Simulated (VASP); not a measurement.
Data:

```
CELL_PARAMETERS angstrom
      3.79961     0.00000     0.00000
      0.00000     3.79961     0.00000
      0.00000     0.00000     4.75133
ATOMIC_POSITIONS crystal
  Sn 0.50000 0.00000 0.75772
  Sn 0.00000 0.50000 0.24228
  O  0.50000 0.50000 0.00000
  O  0.00000 0.00000 0.00000
```

Method: r2SCAN+rVV10, VASP's PBE PAW potentials (set 64) (plane waves; VASP). Settings: 520 eV cut-off, 5×5×4 Γ-centred mesh, Gaussian smearing of 0.050 eV, potentials Sn_d O.

Problem. Estimate the energy per atom (σ→0).

Solution. 
The energy per atom (σ→0) is -16.457 eV/atom.

The absolute energy has meaning only against runs of the same code, potentials and settings.

The compound is SnO in the litharge structure. It was relaxed first. The start is the result of an earlier pass.
